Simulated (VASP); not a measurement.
# Driving VASP from ASE on LaAgSb2, part 4 of 4

Do ASE scripts that read LaAgSb2 from different structure formats give one answer, and do several routes find one equilibrium volume? All runs use LDA. Left out of this account: at least 1 further run (self-consistent run: a reference on another mesh). The start is a computed cell from the Materials Project.

VASP 6.6.1; LDA; plane waves and PAW (La, Ag, Sb).

So far. Step 4 (Relaxing cell and atoms (LDA, through ASE)): It ends with a largest force of 0.005 eV/Å and a pressure of 0.01 GPa. Step 5 (Energy against volume, from ASE (LDA)): The minimum lies outside the volumes of the loop, so the fit is an extrapolation and is not used; the loop should be centred on a relaxed cell.

## 6. Relaxation driven by ASE (LDA)

Here ASE drives the relaxation and calls VASP for forces and stress at each step.

run.py

```python
import numpy as np
from ase.calculators.vasp import Vasp
from ase import Atoms
from ase.optimize import BFGS
from ase.filters import FrechetCellFilter

atoms = Atoms(['La', 'La', 'Ag', 'Ag', 'Sb', 'Sb', 'Sb', 'Sb'],
              cell=[[4.40346175, 0.0, 0.0], [0.0, 4.40346175, 0.0], [0.0, 0.0, 11.06681976]],
              scaled_positions=[[0.0, 0.5, 0.262993], [0.5, 0.0, 0.737007], [0.0, 0.0, 0.0], [0.5, 0.5, 0.0], [0.0, 0.5, 0.83331236], [0.5, 0.0, 0.16668764], [0.0, 0.0, 0.5], [0.5, 0.5, 0.5]],
              pbc=True)

calc = Vasp(
    xc='lda',
    pp='LDA',
    prec='Accurate',
    encut=400,
    ediff=1e-06,
    nelm=100,
    ismear=-1,
    sigma=0.05,
    lreal=False,
    algo='Normal',
    nbands=40,
    lasph=True,
    lorbit=11,
    lwave=False,
    lcharg=False,
    kpar=8,
    isif=2,
    pp_version='64',
    setups={'La': '', 'Ag': '', 'Sb': ''},
    kpts=(7, 7, 3),
    gamma=True,
    txt='vasp.out',
)
atoms.calc = calc

BFGS(FrechetCellFilter(atoms)).run(fmax=0.02, steps=30)
print("cell (A, degrees):", np.round(atoms.cell.cellpar(), 4))
print("volume (A^3):", round(atoms.get_volume(), 4))
print("energy (eV):", round(atoms.get_potential_energy(), 6))
print("Fermi level (eV):", round(calc.get_fermi_level(), 4))
print("forces (eV/A):")
print(np.round(atoms.get_forces(), 4))
print("stress (GPa, Voigt, tension positive):", np.round(atoms.get_stress() * 160.21766, 3))
```

Potentials, in the order of the species: La, Ag and Sb (LDA family, release 64).

Run with:

```
> export ASE_VASP_COMMAND="mpirun -np 8 vasp_std"
> python run.py
```

The log of the run:

```text
Step     Time          Energy          fmax
BFGS:    0 --:--:--      -43.986328        0.886993
BFGS:    1 --:--:--      -44.013590        0.844956
BFGS:    2 --:--:--      -44.202572        0.319039
BFGS:    3 --:--:--      -44.207737        0.244303
BFGS:    4 --:--:--      -44.211648        0.204552
BFGS:    5 --:--:--      -44.222492        0.222538
BFGS:    6 --:--:--      -44.226179        0.185285
BFGS:    7 --:--:--      -44.227475        0.140061
BFGS:    8 --:--:--      -44.228487        0.110600
BFGS:    9 --:--:--      -44.230717        0.136160
BFGS:   10 --:--:--      -44.234183        0.136878
BFGS:   11 --:--:--      -44.238098        0.094558
BFGS:   12 --:--:--      -44.240495        0.112842
BFGS:   13 --:--:--      -44.241451        0.105756
BFGS:   14 --:--:--      -44.242272        0.083120
BFGS:   15 --:--:--      -44.243071        0.043861
BFGS:   16 --:--:--      -44.243451        0.018840
cell (A, degrees): [ 4.3557  4.3557 10.501  90.     90.     90.    ]
volume (A^3): 199.2259
energy (eV): -44.230633
Fermi level (eV): 8.6322
forces (eV/A):
[[-0.     -0.     -0.0075]
 [ 0.      0.      0.0075]
 [ 0.     -0.      0.    ]
 [-0.      0.      0.    ]
 [ 0.     -0.      0.0114]
 [ 0.      0.     -0.0114]
 [ 0.      0.      0.    ]
 [-0.     -0.      0.    ]]
stress (GPa, Voigt, tension positive): [ 0.11   0.11   0.121 -0.     0.    -0.   ]
```

The job ended after 4.2 min (8 MPI ranks of Intel Xeon 6975P-C (Granite Rapids), shared host; peak memory 2.1 GiB).

The INCAR that ASE wrote:

```
ENCUT = 400.000000
SIGMA = 0.050000
EDIFF = 1.00e-06
ALGO = Normal
PREC = Accurate
ISIF = 2
ISMEAR = -1
KPAR = 8
LORBIT = 11
NBANDS = 40
NELM = 100
LASPH = .TRUE.
LCHARG = .FALSE.
LWAVE = .FALSE.
LREAL = .FALSE.
```

The KPOINTS that ASE wrote:

```
KPOINTS created by Atomic Simulation Environment
0
Gamma
7 7 3
0 0 0
```

VASP's own log, vasp.out (the last of its runs):

```text
[... set-up lines as in an earlier step ...]
 entering main loop
       N       E                     dE             d eps       ncg     rms          rms(c)
DAV:   1     0.551094472887E+03    0.55109E+03   -0.19750E+04  1608   0.158E+03
DAV:   2     0.824028502494E+02   -0.46869E+03   -0.43198E+03  1928   0.327E+02
DAV:   3    -0.245934786935E+02   -0.10700E+03   -0.10207E+03  2280   0.162E+02
DAV:   4    -0.446571649292E+02   -0.20064E+02   -0.18822E+02  3040   0.657E+01
DAV:   5    -0.465007417877E+02   -0.18436E+01   -0.17828E+01  2872   0.201E+01    0.118E+01
DAV:   6    -0.443242424635E+02    0.21765E+01   -0.29926E+01  2800   0.399E+01    0.102E+01
DAV:   7    -0.443215003849E+02    0.27421E-02   -0.44059E+00  2584   0.156E+01    0.544E+00
DAV:   8    -0.442599647541E+02    0.61536E-01   -0.88427E-01  2664   0.586E+00    0.182E+00
DAV:   9    -0.442443329951E+02    0.15632E-01   -0.10762E-01  2688   0.251E+00    0.291E-01
DAV:  10    -0.442434019385E+02    0.93106E-03   -0.17136E-02  2760   0.810E-01    0.148E-01
DAV:  11    -0.442434543223E+02   -0.52384E-04   -0.13883E-03  2744   0.241E-01    0.436E-02
DAV:  12    -0.442434469705E+02    0.73518E-05   -0.27178E-04  2552   0.111E-01    0.206E-02
DAV:  13    -0.442434505081E+02   -0.35375E-05   -0.45524E-05  2680   0.419E-02    0.798E-03
DAV:  14    -0.442434505748E+02   -0.66717E-07   -0.40830E-06  1904   0.121E-02
   1 F= -.44243451E+02 E0= -.44230633E+02  d E =-.256355E-01
```

From OUTCAR (step 6):

```text
   ENCUT  =  400.0 eV  29.40 Ry    5.42 a.u.   7.10  7.10 17.12*2*pi/ulx,y,z

   NELECT =      64.0000    total number of electrons

 E-fermi :   8.6322

 k-point     1 :       0.0000    0.0000    0.0000
  band No.  band energies     occupation
    ...
     26       5.7654      2.00000
     27       7.2745      2.00000
     28       7.2745      2.00000
     29       7.4368      2.00000
     30       8.0642      1.99998
     31       8.9781      0.00198
     32       9.0665      0.00034
     33       9.0665      0.00034
     34      10.0909      0.00000
     35      10.5397      0.00000
    ...

  Total       -0.1368033     -0.1368033     -0.1507196      0.0000000     -0.0000000     -0.0000000
  in kB       -1.1001736     -1.1001736     -1.2120885      0.0000000     -0.0000000     -0.0000000
  external PRESSURE =      -1.1374785 kB  Pullay stress =       0.0000000 kB

 POSITION                                       TOTAL-FORCE (eV/Angst)
 -----------------------------------------------------------------------------------
      0.00000      2.17785      2.71943        -0.000000     -0.000000     -0.007517
      2.17785      0.00000      7.78156         0.000000      0.000000      0.007517
      0.00000      0.00000      0.00000         0.000000     -0.000000      0.000000
      2.17785      2.17785      0.00000        -0.000000      0.000000      0.000000
      0.00000      2.17785      8.72073         0.000000     -0.000000      0.011442
      2.17785      0.00000      1.78026         0.000000      0.000000     -0.011442
      0.00000      0.00000      5.25050         0.000000      0.000000      0.000000
      2.17785      2.17785      5.25050        -0.000000     -0.000000      0.000000
 -----------------------------------------------------------------------------------
    total drift:                                0.000000      0.000000      0.000000

  FREE ENERGIE OF THE ION-ELECTRON SYSTEM (eV)
  ---------------------------------------------------
  free  energy   TOTEN  =       -44.2434505748 eV

  energy  without entropy=      -44.2178150374  energy(sigma->0) =      -44.23063281

[... 4 parts as in an earlier step ...]

[... 12 further parts left out ...]
```

This step gave:

```yaml
optimizer_steps: 16
volume_after_bfgs: 24.90 Å³/atom
```

## 7. Side by side

| run | atoms | mesh | energy (eV/atom) | pressure (GPa) |
| --- | --- | --- | --- | --- |
| ASE, structure read from an extended xyz file | 8 | 7×7×3 | -5.49698 | -4.773 |
| ASE, structure read from a CIF with its space group | 8 | 5×5×2 | -5.49116 | -4.607 |

## 8. Self-consistent run (LDA, through ASE) with a changed input

This run is made with a changed input; what comes of it follows.

Changes to run.py since step 6:

```diff
@@ -3,4 +3,3 @@
 from ase import Atoms
-from ase.optimize import BFGS
-from ase.filters import FrechetCellFilter
+from ase.dft.bandgap import bandgap
 
@@ -17,3 +16,3 @@
     ediff=1e-06,
-    nelm=100,
+    nelm=81,
     ismear=-1,
@@ -29,2 +28,3 @@
     isif=2,
+    ivdw=5,
     pp_version='64',
@@ -37,5 +37,2 @@
 
-BFGS(FrechetCellFilter(atoms)).run(fmax=0.02, steps=30)
-print("cell (A, degrees):", np.round(atoms.cell.cellpar(), 4))
-print("volume (A^3):", round(atoms.get_volume(), 4))
 print("energy (eV):", round(atoms.get_potential_energy(), 6))
@@ -45 +42,3 @@
 print("stress (GPa, Voigt, tension positive):", np.round(atoms.get_stress() * 160.21766, 3))
+gap, p1, p2 = bandgap(calc, direct=False)
+print("gap on the mesh (eV):", round(gap, 4))
```

The log of the run:

```text
energy (eV): -43.975855
Fermi level (eV): 7.6947
forces (eV/A):
[[ 0.     -0.     -0.1151]
 [-0.     -0.      0.1151]
 [ 0.      0.      0.    ]
 [ 0.     -0.      0.    ]
 [ 0.     -0.      0.1624]
 [ 0.     -0.     -0.1624]
 [ 0.     -0.      0.    ]
 [ 0.      0.      0.    ]]
stress (GPa, Voigt, tension positive): [ 4.511  4.511  5.298 -0.     0.    -0.   ]
gap on the mesh (eV): 0.0
```

Elapsed: 18 s, on 8 MPI ranks; peak memory 2.3 GiB.

ASE turned this into the INCAR:

```
ENCUT = 400.000000
SIGMA = 0.050000
EDIFF = 1.00e-06
ALGO = Normal
PREC = Accurate
ISIF = 2
ISMEAR = -1
KPAR = 8
LORBIT = 11
NBANDS = 40
NELM = 81
IVDW = 5
LASPH = .TRUE.
LCHARG = .FALSE.
LWAVE = .FALSE.
LREAL = .FALSE.
```

The KPOINTS that ASE wrote:

```
KPOINTS created by Atomic Simulation Environment
0
Gamma
7 7 3
0 0 0
```

vasp.out:

```text
[... set-up lines as in an earlier step ...]
 entering main loop
       N       E                     dE             d eps       ncg     rms          rms(c)
[... 14 cycles as in an earlier step ...]
   1 F= -.43986328E+02 E0= -.43975855E+02  d E =-.209455E-01
```

From OUTCAR (step 8):

```text
   NELECT =      64.0000    total number of electrons

 E-fermi :   7.6947

  Total       -6.0422064     -6.0422064     -7.0959448      0.0000000      0.0000000     -0.0000000
  in kB      -45.1122874    -45.1122874    -52.9797027      0.0000000      0.0000000     -0.0000000
  external PRESSURE =     -47.7347592 kB  Pullay stress =       0.0000000 kB

 POSITION                                       TOTAL-FORCE (eV/Angst)
 -----------------------------------------------------------------------------------
      0.00000      2.20173      2.91050         0.000000     -0.000000     -0.115126
      2.20173      0.00000      8.15632        -0.000000     -0.000000      0.115126
      0.00000      0.00000      0.00000         0.000000      0.000000      0.000000
      2.20173      2.20173      0.00000         0.000000     -0.000000      0.000000
      0.00000      2.20173      9.22212         0.000000     -0.000000      0.162399
      2.20173      0.00000      1.84470         0.000000     -0.000000     -0.162399
      0.00000      0.00000      5.53341         0.000000     -0.000000      0.000000
      2.20173      2.20173      5.53341         0.000000      0.000000      0.000000
 -----------------------------------------------------------------------------------
    total drift:                                0.000000      0.000000     -0.000000

  FREE ENERGIE OF THE ION-ELECTRON SYSTEM (eV)
  ---------------------------------------------------
  free  energy   TOTEN  =       -43.9863276018 eV

  energy  without entropy=      -43.9653821427  energy(sigma->0) =      -43.97585487

[... 17 parts as in an earlier step ...]

[... 1 further part left out ...]
```

The run converged, and its energy and pressure stay near those of the sound run.

Energy and pressure equal those of the sound run on this cell, within 0.05 meV an atom and 0.01 GPa.

Settings moved from the usual: NELM = 81 and IVDW = 5.

## 9. Results

```json
{
  "energy, ASE, structure read from an extended xyz file": "-5.49698 eV/atom",
  "energy, ASE, structure read from a CIF with its space group": "-5.49116 eV/atom",
  "volume from VASP's own relaxation": "24.88 Å³/atom",
  "volume from BFGS in ASE": "24.90 Å³/atom"
}
```

**Reading.** With the structure read from a CIF with its space group, ASE's run differs from the first script by +5.8 meV an atom, which comes from its other mesh. The volume loop around the listed cell missed the minimum and gave no usable fit. The routes to the equilibrium volume agree within 0.09 %. A relaxation follows the stress, which carries a basis-set error, while a volume loop fits energies; every loop stops at a tolerance; VASP's relaxation keeps the plane waves of its start, while ASE starts VASP afresh at each cell, and a loop at fixed shape can't relax anything but the volume. The k-sampling is coarse for a metal, so the Fermi level, pressures and the shape of the cell carry errors.

[Lines on the potential files, build, host, timing and source positions are cut from VASP's logs without a mark.]

[Logs are printed without paths, hosts, clocks, repeated set-up lines and the standing remarks that a program may print on its own settings, such as how far it seeks lower states.]

[Hosts, paths, dates, database ids (printed as entryN), source tags and the programs' standing remarks are cut or masked in the printed files.]

[A measured line is paired with the nearest computed mode of its activity, which favours agreement.]

[In band tables of VASP the shares of atoms and orbitals are scaled to a sum of 1 inside the atoms' spheres.]
